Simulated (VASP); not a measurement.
```
CELL_PARAMETERS angstrom
      0.00000     2.22360     2.22360
      2.22360     0.00000     2.22360
      2.22360     2.22360     0.00000
ATOMIC_POSITIONS crystal
  Si 0.00000 0.00000 0.00000
  C  0.25000 0.25000 0.25000
```

The base run (VASP): PBE GGA, plane waves, VASP's PBE PAW potentials (set 64). Numerical set-up: 520 eV cut-off, 9×9×9 Γ-centred mesh, Gaussian smearing of 0.050 eV, potentials Si C.

The base run took about 4 core-seconds. Times come from single runs on busy shared machines, so they are rough: good to a factor of about 2.

Pressures at a finite cut-off, here 520 eV, hold a Pulay part, which wasn't tested here.

```json
[
 {"setting": "GGA = PS", "cost over the base run": "within a factor of 2", "electronic steps": "12", "pressure (GPa)": "-11.79"},
 {"setting": "IVDW = 12", "cost over the base run": "within a factor of 2", "electronic steps": "12", "pressure (GPa)": "-13.05"},
 {"setting": "GGA = RE", "cost over the base run": "within a factor of 2", "electronic steps": "12", "pressure (GPa)": "-7.00"},
 {"setting": "base run", "cost over the base run": "reference", "electronic steps": "12", "pressure (GPa)": "-8.93"},
 {"setting": "IVDW = 11", "cost over the base run": "within a factor of 2", "electronic steps": "12", "pressure (GPa)": "-10.77"},
 {"setting": "IVDW = 13", "cost over the base run": "within a factor of 2", "electronic steps": "12", "pressure (GPa)": "-12.57"},
 {"setting": "GGA removed, LMIXTAU = .TRUE., METAGGA = TPSS", "cost over the base run": "about 6 times", "electronic steps": "17", "pressure (GPa)": "-11.00"}
]
```

Left out are runs that failed, have no time on record or changed the cell.

The compound is SiC in the zinc blende structure. The cell was not relaxed at this level.
